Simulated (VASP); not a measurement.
Set up this calculation in VASP 6.6.1, as the native input.

* Task: relaxation of cell and atoms
* Functional: LDA
* Potentials or basis: VASP PAW LDA potentials, release 64 (Sc_sv, Zn)
* Cutoff: 600 eV
* k mesh: 14 × 14 × 14
* Occupations: gaussian, width 0.1 eV
* Spin: no spin polarisation
* Dipole correction: no
* Further INCAR settings: ALGO = Normal; EDIFF = 1e-06; IBRION = 2; EDIFFG = -0.005; NSW = 100; ISIF = 3

The structure of ScZn lies in POSCAR:

```
ScZn
1.0
    3.2570241564      0.0000000000      0.0000000000
    0.0000000000      3.2570241564      0.0000000000
    0.0000000000      0.0000000000      3.2570241564
Sc Zn
1 1
Direct
    0.0000000000      0.0000000000      0.0000000000
    0.5000000000      0.5000000000      0.5000000000
```

One way to write it, as run:

INCAR

```
SYSTEM = ScZn
PREC = Accurate
ENCUT = 600
EDIFF = 1E-6
ISMEAR = 0
SIGMA = 0.1
LREAL = .FALSE.
LASPH = .TRUE.
NELM = 60
ALGO = Normal
ISIF = 3
LWAVE = .FALSE.
LCHARG = .FALSE.
IBRION = 2
NSW = 100
EDIFFG = -0.005
```

KPOINTS

```
Automatic mesh
0
G
  14 14 14
  0 0 0
```

Potentials or basis: VASP PAW LDA potentials, release 64 (Sc_sv, Zn).

Run with:

```console
$ cat potpaw_LDA.64/Sc_sv/POTCAR potpaw_LDA.64/Zn/POTCAR > POTCAR
$ mpirun -np 1 vasp_std > vasp.out
```

It gave:

| Item | Value |
| --- | --- |
| Relaxed volume | 17.35 Å³/atom |
| Relaxed cell | a = 3.262 Å, b = 3.262 Å, c = 3.262 Å, α = 90.00°, β = 90.00°, γ = 90.00° |
| Space group after relaxing (to 0.05 Å) | Pm-3m (No. 221) |
| Energy gained by relaxing | 0.1 meV/atom |
| Ionic steps | 2 |
| Pressure after relaxing | 0.0 GPa |
| Band gap on the k mesh | none (metal or under the smearing width) |

Wall time 37 s on 1 thread of Intel(R) Xeon(R) 6975P-C (Granite Rapids), on a shared host, peak memory 0.21 GiB.
